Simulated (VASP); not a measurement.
An input for Quantum ESPRESSO's pw.x (written as the equivalent of a VASP run, and not itself run):

```
&CONTROL
  calculation = 'vc-relax'
  pseudo_dir = './pseudo'
  outdir = './out'
  tprnfor = .true.
  tstress = .true.
  nstep = 40
  forc_conv_thr = 0.00078
/
&SYSTEM
  ibrav = 0
  nat = 6
  ntyp = 2
  ecutwfc = 84
  occupations = 'smearing'
  smearing = 'gaussian'
  degauss = 0.003675
  input_dft = 'pbesol'
/
&ELECTRONS
  conv_thr = 7.3e-08
  electron_maxstep = 100
/
&IONS
/
&CELL
  press = 200
/
ATOMIC_SPECIES
  Ti 47.867 Ti.upf
  O 15.999 O.upf
CELL_PARAMETERS angstrom
    -1.8594930    1.8594930    4.4665026
     1.8594930   -1.8594930    4.4665026
     1.8594930    1.8594930   -4.4665026
ATOMIC_POSITIONS crystal
  Ti   0.7500000  0.2500000  0.5000000
  Ti   1.0000000  1.0000000  1.0000000
  O    0.5331445  0.0331445  0.5000000
  O    0.7831445  0.7831445  1.0000000
  O    0.2168555  0.2168555  0.0000000
  O    0.9668555  0.4668555  0.5000000
K_POINTS automatic
  8 8 8 0 0 0
```

**Question.** Translate this input to VASP (INCAR, KPOINTS, POSCAR, choice of POTCAR).

**Answer.** One answer among several that fit: 
### KPOINTS
```
Automatic mesh
0
Gamma
8 8 8
0 0 0
```

### INCAR
```
! general
SYSTEM   =  TiO2
PREC     =  Accurate
ENCUT    =  620
LREAL    =  F   ! projection in real space or not
LASPH    =  T   ! aspherical one-centre terms

! electronic loop
EDIFF    =  1E-6   ! SCF stop (eV)
NELM     =  100   ! most electronic steps
ALGO     =  Normal   ! blocked Davidson
LMAXMIX  =  4

! smearing
ISMEAR   =  0
SIGMA    =  0.05

! functional
GGA      =  PS   ! PBEsol

! ions
IBRION   =  2
NSW      =  40
ISIF     =  3   ! ions, shape and volume
EDIFFG   =  -0.02
PSTRESS  =  200   ! kbar

! output
LWAVE    =  F
LCHARG   =  F
```

**POSCAR**
```
TiO2
1
   -1.8594930026     1.8594930026     4.4665026037
    1.8594930026    -1.8594930026     4.4665026037
    1.8594930026     1.8594930026    -4.4665026037
Ti O
2 4
Direct
  0.7500000000   0.2500000000   0.5000000000
  1.0000000000   1.0000000000   1.0000000000
  0.5331444911   0.0331444911   0.5000000000
  0.7831444911   0.7831444911   1.0000000000
  0.2168555089   0.2168555089   0.0000000000
  0.9668555089   0.4668555089   0.5000000000
```

POTCAR, in this order: Ti_sv O (PBE.64 set). Program: vasp_std.

The two are equivalent in intent, not identical: the potentials are each code's own (VASP's PAW set, PseudoDojo norm-conserving files in pw.x), so ENCUT and ecutwfc are chosen apart and not converted; conv_thr bounds pw.x's estimated SCF error, while EDIFF bounds the energy change between steps; forc_conv_thr acts on force components and is met together with etot_conv_thr.

The compound is TiO2 in the anatase structure, one of several forms; rutile is the usual stable one. This run relaxes it under an external pressure of 20 GPa. Symmetry was kept, so distortions that lower it aren't found.
